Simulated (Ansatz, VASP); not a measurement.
## Mg (Magnesium) in two plane-wave programs

Aim: how closely do two programs agree when they are given the same cell, functional and k mesh? The cell is taken from a series of runs on this material, whose earlier steps may have relaxed, scaled, displaced or heated it; both programs get it as it stands.

Method: plane waves, with VASP 6.6.1 beside it; zone-centre phonons at PBEsol, in Ansatz 0.2.0.

## (1) The starting structure

It takes space group P6_3/mmc (No. 194, hexagonal). The conventional cell has a = 3.191 Å, b = 3.191 Å, c = 5.101 Å, α = 90.00°, β = 90.00°, γ = 120.00°. Nearest to Mg lie 12 Mg at 3.15 to 3.19 Å.

## (2) VASP: zone-centre phonons, PBEsol, pair 1

Second derivatives magnify differences that forces hide, and they need a tight electronic threshold.

Lines of VASP's logs that name or quote its potential files are left out, and so is its time.

Contents of INCAR:

```
SYSTEM = Mg
PREC = Accurate
ENCUT = 600
EDIFF = 1E-08
NELM = 120
ISMEAR = 1
SIGMA = 0.2
LREAL = .FALSE.
ALGO = Normal
GGA = PS
NBANDS = 8
LORBIT = 11
LWAVE = .FALSE.
LCHARG = .FALSE.
ISIF = 2
IBRION = 8
LASPH = .TRUE.
GGA_COMPAT = .FALSE.
KPAR = 2
```

Contents of POSCAR:

```
Mg
1.0
    3.1908322491      0.0000000000      0.0000000000
   -1.5954161245      2.7633417869      0.0000000000
    0.0000000000      0.0000000000      5.1010707403
Mg
2
Direct
    0.3333333333      0.6666666667      0.2500000000
    0.6666666667      0.3333333333      0.7500000000
```

Contents of KPOINTS:

```
Automatic mesh
0
Gamma
15 15 8
0 0 0
```

PAW data sets: Mg (PBE family, release 64).

Command:

```console
$ mpirun -np 2 vasp_std
```

Numbers of over 12 decimals in the logs are rounded to 6 here.

The program printed:

```text
[banner, memory and clock lines left out]
running    2 mpi-ranks, on    1 nodes
 distrk:  each k-point on    1 cores,    2 groups
 distr:  one band on    1 cores,    1 groups

 POSCAR found type information on POSCAR Mg
 POSCAR found :  1 types and       2 ions
|                                                                             |
|               ----> ADVICE to this user running VASP <----                  |
|                                                                             |
|     You enforced a specific xc type in the INCAR file but a different       |
|     [... a line on the potential file left out ...]
|     I HOPE YOU KNOW WHAT YOU ARE DOING!                                     |
|                                                                             |

 LDA part: xc-table for (Slater+PW92), standard interpolation
 POSCAR, INCAR and KPOINTS ok, starting setup
 FFT: planning ... GRIDC
 FFT: planning ... GRID_SOFT
 FFT: planning ... GRID
 WAVECAR not read
 entering main loop
       N       E                     dE             d eps       ncg     rms          rms(c)
DAV:   1    -0.958005005961E+00   -0.95801E+00   -0.13753E+03  2160   0.387E+02
DAV:   2    -0.345366108346E+01   -0.24957E+01   -0.24375E+01  2992   0.224E+01
DAV:   3    -0.346830641191E+01   -0.14645E-01   -0.14606E-01  2928   0.219E+00
DAV:   4    -0.346835095264E+01   -0.44541E-04   -0.44541E-04  3088   0.971E-02
DAV:   5    -0.346835108505E+01   -0.13241E-06   -0.13232E-06  2928   0.368E-03    0.966E-01
DAV:   6    -0.345778463484E+01    0.10566E-01   -0.56219E-04  2616   0.178E-01    0.615E-01
DAV:   7    -0.344823294052E+01    0.95517E-02   -0.23499E-03  2312   0.325E-01    0.314E-02
DAV:   8    -0.344823776374E+01   -0.48232E-05   -0.16617E-05  3432   0.292E-02    0.638E-03
DAV:   9    -0.344823747375E+01    0.28999E-06   -0.91423E-07  2480   0.456E-03    0.582E-04
DAV:  10    -0.344823734059E+01    0.13315E-06   -0.37442E-09  3288   0.371E-04    0.133E-04
DAV:  11    -0.344823733373E+01    0.68634E-08   -0.20095E-10  1552   0.121E-04
   1 F= -.34482373E+01 E0= -.34476744E+01  d E =-.168878E-02
 Linear response reoptimize wavefunctions to high precision
DAV:   1    -0.344823733243E+01    0.13023E-08   -0.33207E-12  1944   0.110E-05
DAV:   2    -0.344823733243E+01    0.00000E+00   -0.17344E-13  1360   0.267E-06
 Linear response DOF=           2
 Linear response progress:
  Degree of freedom:   1/  2
       N       E                     dE             d eps       ncg     rms          rms(c)
RMM:   1    -0.129521477770E-02   -0.12952E-02   -0.91440E-04 16617   0.179E-01
RMM:   2    -0.130203714567E-02   -0.68224E-05   -0.70906E-06 13985   0.153E-02    0.213E-02
RMM:   3    -0.128831005842E-02    0.13727E-04   -0.42300E-07 14468   0.640E-03    0.136E-02
RMM:   4    -0.128944014395E-02   -0.11301E-05   -0.10845E-06 14015   0.103E-02    0.741E-04
RMM:   6    -0.129005898324E-02   -0.58120E-07   -0.19412E-10 14752   0.815E-05    0.182E-05
RMM:   7    -0.129011165346E-02   -0.52670E-07    0.15450E-10 15461   0.169E-05    0.109E-06
RMM:   8    -0.129011322852E-02   -0.15751E-08   -0.17932E-10 14680   0.213E-06    0.379E-07
 first order change of Fermi-energy   0.24252E-06
 force on displaced ion       1 direction 1 :  -0.773   0.000   0.000
 Linear response progress:
  Degree of freedom:   2/  2
       N       E                     dE             d eps       ncg     rms          rms(c)
RMM:   1    -0.122695769458E-01   -0.12270E-01   -0.64512E-02  6939   0.297E-01
RMM:   2    -0.403179129808E-02    0.82378E-02   -0.95147E-04  4742   0.417E-02    0.299E-02
RMM:   3    -0.392566049600E-02    0.10613E-03    0.11780E-05  4769   0.137E-02    0.137E-02
RMM:   4    -0.395869387225E-02   -0.33033E-04   -0.81414E-07  4828   0.755E-03    0.524E-03
RMM:   5    -0.395865107482E-02    0.42797E-07    0.29946E-07  4825   0.407E-03    0.275E-04
RMM:   6    -0.395900488237E-02   -0.35381E-06    0.15270E-06  4974   0.256E-04    0.154E-04
RMM:   7    -0.395938086215E-02   -0.37598E-06    0.24563E-07  5025   0.103E-04    0.536E-06
RMM:   8    -0.395942045092E-02   -0.39589E-07    0.17462E-07  5175   0.110E-05    0.203E-06
RMM:   9    -0.395942575128E-02   -0.53004E-08    0.16664E-09  4870   0.242E-06    0.654E-07
 first order change of Fermi-energy  -0.25831E-05
 force on displaced ion       1 direction 3 :  -0.000   0.000  -2.956
 Linear response finished
```

From OUTCAR (step 2):

```text
ion  position               nearest neighbor table
   1  0.333  0.667  0.250-   2 3.15   2 3.15   2 3.15   2 3.15   2 3.15   2 3.15
   2  0.667  0.333  0.750-   1 3.15   1 3.15   1 3.15   1 3.15   1 3.15   1 3.15

  LATTYP: Found a hexagonal cell.
 ALAT       =     3.1908322491
 C/A-ratio  =     1.5986646561

 Subroutine GETGRP returns: Found 24 space group operations
 (whereof 12 operations were pure point group operations)

The static configuration has the point symmetry D_3d.
 The point group associated with its full space group is D_6h.

 Found    135 irreducible k-points:

   k-points           NKPTS =    135   k-points in BZ     NKDIM =    135   number of bands    NBANDS=      8

   dimension x,y,z NGX =    28 NGY =   28 NGZ =   42
   dimension x,y,z NGXF=    56 NGYF=   56 NGZF=   84

   ENCUT  =  600.0 eV  44.10 Ry    6.64 a.u.   6.37  6.37 10.19*2*pi/ulx,y,z

   NELECT =       4.0000    total number of electrons

 k-points in reciprocal lattice and weights: Automatic mesh
   0.00000000  0.00000000  0.00000000       0.001
   0.06666667  0.00000000  0.00000000       0.003
   0.13333333  0.00000000  0.00000000       0.003
   0.20000000  0.00000000  0.00000000       0.003
   0.26666667  0.00000000  0.00000000       0.003
   0.33333333  0.00000000  0.00000000       0.003
   0.40000000  0.00000000  0.00000000       0.003
   0.46666667 -0.00000000  0.00000000       0.003
   0.06666667  0.06666667  0.00000000       0.003
[...]
0.33333333  0.26666667  0.50000000       0.007
   0.33333333  0.33333333  0.50000000       0.001

 average (electrostatic) potential at core
       1 -38.7912       2 -38.7912

  Total       -0.0092858     -0.0092858     -0.0081739     -0.0000000     -0.0000000      0.0000000
  in kB       -0.3307712     -0.3307712     -0.2911659     -0.0000000     -0.0000000      0.0000000
  external PRESSURE =      -0.3175695 kB  Pullay stress =       0.0000000 kB

  energy-cutoff  :      600.00
  volume of cell :       44.98
      direct lattice vectors                 reciprocal lattice vectors
     3.190832249  0.000000000  0.000000000     0.313397860  0.180940339  0.000000000
    -1.595416125  2.763341787  0.000000000     0.000000000  0.361880678  0.000000000
     0.000000000  0.000000000  5.101070740     0.000000000  0.000000000  0.196037274

 POSITION                                       TOTAL-FORCE (eV/Angst)
 -----------------------------------------------------------------------------------
     -0.00000      1.84223      1.27527         0.000000      0.000000      0.000000
      1.59542      0.92111      3.82580        -0.000000      0.000000      0.000000
 -----------------------------------------------------------------------------------
    total drift:                                0.000000     -0.000000      0.000000

 Eigenvectors and eigenvalues of the dynamical matrix
 ----------------------------------------------------

   1 f  =    7.710664 THz    48.447531 2PiTHz  257.200066 cm-1    31.888730 meV
             X         Y         Z           dx          dy          dz
     -0.000000  1.842228  1.275268    -0.000000    0.000000    0.707107
      1.595416  0.921114  3.825803     0.000000   -0.000000   -0.707107

   2 f  =    3.941569 THz    24.765611 2PiTHz  131.476605 cm-1    16.301014 meV
             X         Y         Z           dx          dy          dz
     -0.000000  1.842228  1.275268    -0.627706   -0.325554   -0.000000
      1.595416  0.921114  3.825803     0.627706    0.325554   -0.000000

   3 f  =    3.941569 THz    24.765611 2PiTHz  131.476605 cm-1    16.301014 meV
             X         Y         Z           dx          dy          dz
     -0.000000  1.842228  1.275268    -0.325554    0.627706    0.000000
      1.595416  0.921114  3.825803     0.325554   -0.627706    0.000000

   4 f  =    0.000000 THz     0.000000 2PiTHz    0.000002 cm-1     0.000000 meV
             X         Y         Z           dx          dy          dz
     -0.000000  1.842228  1.275268    -0.704978    0.054829   -0.000611
      1.595416  0.921114  3.825803    -0.704978    0.054829   -0.000611

   5 f/i=    0.000000 THz     0.000000 2PiTHz    0.000003 cm-1     0.000000 meV
             X         Y         Z           dx          dy          dz
     -0.000000  1.842228  1.275268     0.054533    0.700253   -0.081680
      1.595416  0.921114  3.825803     0.054533    0.700253   -0.081680

   6 f/i=    0.000000 THz     0.000001 2PiTHz    0.000003 cm-1     0.000000 meV
             X         Y         Z           dx          dy          dz
     -0.000000  1.842228  1.275268     0.005729    0.081481    0.702373
      1.595416  0.921114  3.825803     0.005729    0.081481    0.702373

 ELASTIC MODULI CONTR FROM IONIC RELAXATION (kBar)
 Direction    XX          YY          ZZ          XY          YZ          ZX
 --------------------------------------------------------------------------------
 XX         -34.7565     34.7565      0.0000     -0.0000      0.0000      0.0000
 YY          34.7565    -34.7565     -0.0000     -0.0000     -0.0000     -0.0000
 ZZ           0.0000     -0.0000     -0.0000     -0.0000     -0.0000     -0.0000
 XY          -0.0000     -0.0000     -0.0000    -34.7565     -0.0000     -0.0000
 YZ           0.0000     -0.0000     -0.0000     -0.0000     -0.0000     -0.0000
 ZX           0.0000     -0.0000     -0.0000     -0.0000     -0.0000     -0.0000
 --------------------------------------------------------------------------------
```

Energies printed during the response cycles are not total energies of the cell.

## (3) Ansatz: zone-centre phonons, PBEsol, pair 1

Ansatz runs on its PAW soft_1 files.

The same cell, functional, mesh and smearing now go to Ansatz, which takes its cutoff from its data sets.

Contents of input.yaml:

```yaml
crystal:
  lattice:
    - [3.1908322491, 0.0, 0.0]
    - [-1.5954161245, 2.7633417869, 0.0]
    - [0.0, 0.0, 5.1010707403]
  atoms:
    - { symbol: Mg, position: [0.3333333333, 0.6666666667, 0.25] }
    - { symbol: Mg, position: [0.6666666667, 0.3333333333, 0.75] }
kpoints:
  mp_grid: { grid: [15, 15, 8] }
hamiltonian:
  xc: pbesol
  pseudopotentials: { kind: paw, azcp: { folder: soft_1 }, xc_functional: pbe }
scf:
  occupations: { method: methfessel_paxton, width: 0.2 }
output:
  eigenvalues: true
phonons:
  method: dfpt
```

Command:

```console
$ ansatz run input.yaml --threads 4 --pin off --max-ram 10240MiB --backend cpu --events-out ev --progress --plain --runs-dir out
```

The program printed:

```text
zone centre: on kpoints.mp_grid the ground state, and the responses unless they are solved on pairs of k-points, stand on 320 of the mesh's 1800 k-points, reduced under 4 symmetry operations, with k and −k counted as one. Each operation leaves every solved displacement unchanged or reverses it
Engine: ansatz 0.2.0, x86_64-unknown-linux-gnu
Pseudopotentials: kind: paw
Pseudopotential: Mg, paw, valence charge 10, recommended cutoff 420 eV (normal), soft_1/Mg.paw.azcp
Functional definition: PBEsol
  exchange = pbesol_x
  correlation = pbesol_c
Crystal: 2 atoms, lattice volume = 44.978 Å³
Basis set: ecut = 420 eV, 881 PW (Γ), exchange–correlation on 48×48×72 points (8 copies of the dense FFT grid, shifted against one another)
Bands: 14, of which v1, the nominal top of the filled ones, is band 10 counted from 1 (9 counted from 0)
Symmetry: 24 space group operations
k-points: 320 of 1800 (irreducible under 4 space group operations, time reversal used)
Non-local potential: Mg, projectors of the file, l = 0: 3, l = 1: 2, l = 2: 1
PAW form: soft (Blöchl's): semilocal exchange-correlation on the pseudo side does not see the compensation charge
PAW frozen core: Mg, regenerated for the run's functional, and the local potential with it (the file was generated under x = pbe(κ = 0.804, μ = 0.219515), c = pbe(β = 0.066725))
PAW one-centre angular grid: Mg, 110 points (default); XC on 64 Gauss nodes
Initial density: superposition of atomic densities (chi_scale 0.1, normalization cell)
Initial wavefunctions: pseudopotential atomic-orbital guess
Functional: x = pbesol(κ = 0.804, μ = 0.123457), c = pbesol(β = 0.046)
SCF iter   1: F=—  HF=-3824.135479 eV  |F-HF|=—  |Δ(HF+E_count)|=         —  Δρ=1.41e-2  dr2=1.17e-1  ethr=3.10e-3  ⟨swp⟩=5.0  Hψ=22190  notcnv=0
preconditioner: auto → none  [metal: Δε(μ)=0.019 eV  Ē_g=6.991 eV  σ=0.200 eV  W_gap=0.08  n_scr=8 (ndim 8)  ℏωp=11.1 eV  f_vac=0.000  D(μ)=0.93/eV (n_scr^D=2)  sad-step TF]
SCF iter   2: F=—  HF=-3824.123676 eV  |F-HF|=—  |Δ(HF+E_count)|=   1.18e-2  S|Δr|=    0.00e0  Δρ=9.85e-3  dr2=5.92e-2  ethr=5.86e-4  ⟨swp⟩=1.0  Hψ=7040  notcnv=0
SCF iter   3: F=—  HF=-3824.105192 eV  |F-HF|=—  |Δ(HF+E_count)|=   1.85e-2  S|Δr|=    0.00e0  Δρ=1.55e-3  dr2=1.40e-3  ethr=2.96e-4  ⟨swp⟩=1.2  Hψ=4540  notcnv=0
SCF iter   4: F=—  HF=-3824.104959 eV  |F-HF|=—  |Δ(HF+E_count)|=   2.33e-4  S|Δr|=    0.00e0  Δρ=1.45e-4  dr2=3.72e-6  ethr=7.00e-6  ⟨swp⟩=2.8  Hψ=7780  notcnv=0
SCF iter   5: F=—  HF=-3824.104958 eV  |F-HF|=—  |Δ(HF+E_count)|=   1.27e-6  S|Δr|=    0.00e0  Δρ=1.47e-5  dr2=2.54e-8  ethr=1.86e-8  ⟨swp⟩=2.0  Hψ=7768  notcnv=0
SCF iter   6: F=—  HF=-3824.104957 eV  |F-HF|=—  |Δ(HF+E_count)|=   7.88e-7  S|Δr|=    0.00e0  Δρ=2.63e-6  dr2=8.40e-10  ethr=1.27e-10  ⟨swp⟩=2.0  Hψ=7679  notcnv=0
SCF iter   7: F=-3824.104957 eV  HF=-3824.104957 eV  |F-HF|=3.18e-12  |Δ(HF+E_count)|=   1.74e-9  S|Δr|=    0.00e0  Δρ=1.09e-7  dr2=2.52e-12  ethr=1.00e-12  ⟨swp⟩=4.5  Hψ=22422  notcnv=0
SCF 1 converged in 7 iterations: F = -3824.104957 eV  dr2 = 2.52e-12
  greatest PAW one-centre occupation: 1.000 electrons in one spin orbital (limit 2), on the Mg atom at site 1 (counted from 0), in its partial waves of l = 0
DFPT response loops at Γ: preconditioner auto → Kerker (q_TF=auto, 2.384 Å⁻¹) (partly filled bands, converged f_vac=0.000); β = 1.00, the filter's whole step (`scf.mixing.beta` (0.50) is not read by the response loops under this deck's `scf.mixing.preconditioner`; to damp them name `kerker` or `kerker_dos`, under which they read `scf.mixing.beta`, and type it under 1.00, their step now; both keys bind the ground state too); Broyden in place of MSR1
SCF converged after 7 iterations
Stability not checked: this state was not tested for a lower state beside it, because cold or Methfessel-Paxton smearing, or corrected tetrahedra, fill the levels in a way that the test cannot read (fill_not_monotonic; see scf.lower_state_search)
Free energy (F): -3824.104957 eV
Harris-Foulkes:  -3824.104957 eV  (|F-HF|=3.18e-12)
Internal energy: -3824.103239 eV  (E = F + TS)
E sigma→0 (E₀):  -3824.104527 eV
Entropy (-TS):   -0.001718 eV (-0.859 meV/atom)
Fermi energy:    5.725744 eV
--- Per-component energies (eV) ---
  E_band       = -709.628533
  E_kinetic    = 138.595541
  E_local      = -3411.784326  (includes V_loc(G=0)·N_el)
  E_nonlocal   = 391.930651
  E_hartree    = 1161.868967
  E_xc         = -51.505316
  E_vxc        = -66.748122  (∫ρ·V_xc dr)
  E_paw        = -580.041932  (= ΣΔE_a)
  E_vpaw       = -85.359947  (= ΣTr[D̂ρ^β])
  E_aug_tail   = -0.000288  (compensation charges beyond the density's cutoff)
  E_ewald      = -1473.284262
  E_core_change = 0.117725  (= ΣΔE_core)
  E_smearing   = -0.001718  (= −TS)
  E_closure    = -0.000000  (closes the sum)
  Σ components = -3824.104957   (vs F -3824.104957, Δ=0.00e0)
--- Band table (eV; the first three rows and the last of 320) ---
  k-point 0: bands = [... 6 lower, -36.8119, -36.8119, -1.2830, 4.1010, 4.6377, 16.6092, 16.6092, 16.7311]
  k-point 1: bands = [... 6 lower, -36.8122, -36.8122, -1.1921, 3.0479, 5.8462, 16.6805, 16.6805, 16.7915]
  k-point 2: bands = [... 6 lower, -36.8128, -36.8128, -0.9201, 1.9253, 7.4349, 15.1231, 16.8859, 16.8859]
  k-point 319: bands = [... 6 lower, -36.8190, -36.8190, 3.2962, 3.2962, 8.1825, 8.1825, 9.6610, 9.6610]
--- Phonons (Γ-DFPT): 2 representative perturbations + reference, on 320 of 1800 k-points (Σ response iterations 6) ---
  k mesh reduced under 4 symmetry operations, with k and −k counted as one. Each operation leaves every solved displacement unchanged or reverses it
  ASR residual: 9.484e-5 → 0.000e0 eV/Å²; symmetrization residual: 1.785e-10 eV/Å²
  ASR residual per site (eV/Å²): 9.48e-5 9.48e-5
  Γ frequencies (cm⁻¹): 0.00 0.00 0.00 131.02 131.02 256.27
  non-analytic LO–TO correction: not included (Born effective charges unavailable; polar crystals: no LO–TO splitting at Γ)
```

In the SCF lines HF is the Harris–Foulkes energy and dr2 the Hartree energy of the density residual, in eV; the loop may stop once dr2 is under the threshold and the program's other checks hold. Hψ counts applications of the Hamiltonian.

## (4) Side by side

Known differences besides the potentials themselves: the data sets hold 20 valence electrons in Ansatz (on its PAW soft_1 files) and 4 in VASP; the cutoff is 420 eV in Ansatz and 600 eV in VASP; Ansatz makes its cores anew for this functional, VASP keeps those of its PBE data sets. Total energies have different zeros and are not compared.

The two programs side by side:

| quantity | Ansatz | VASP | difference |
| --- | --- | --- | --- |
| optical mode 1 to 2 (cm⁻¹) | 131.0 | 131.5 | -0.35 % |
| optical mode 3 (cm⁻¹) | 256.3 | 257.2 | -0.36 % |

Modes are paired by rising frequency, not by their patterns, so a pair may set unlike modes beside each other; they are those without the splitting of longitudinal modes.

(Continued in part 2 of 2.)

[Lines on the potential files, build, host, timing and source positions are cut from VASP's logs without a mark.]

[Logs are printed without paths, hosts, clocks, repeated set-up lines and the standing remarks that a program may print on its own settings, such as how far it seeks lower states.]

[Hosts, paths, dates, database ids (printed as entryN), source tags and the programs' standing remarks are cut or masked in the printed files.]
